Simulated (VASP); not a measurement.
Data:

```
BN
1.0
    1.32867    -2.30132     0.00000
    1.32867     2.30132     0.00000
    0.00000     0.00000     4.39445
B N
2 2
Direct
  0.66667   0.33333   0.49966
  0.33333   0.66667   0.99966
  0.66667   0.33333   0.87534
  0.33333   0.66667   0.37534
```

Method: PBE GGA, VASP's PBE PAW potentials (set 64) (plane waves; VASP 6.6.1). Run with 600 eV cut-off, 10×10×6 Γ-centred mesh, Gaussian smearing of 0.050 eV, potentials B N.

What does the run give for the energy per atom (σ→0), pressure?

```
Item                           Result
---------------------  --------------
energy per atom (σ→0)  -8.621 eV/atom
pressure                   -35.52 GPa
```

The absolute energy has meaning only against runs of the same code, potentials and settings.

The compound is BN in the wurtzite structure, a metastable high-pressure form. This cell was strained or had an atom moved on purpose. Symmetry was kept, so distortions that lower it aren't found.
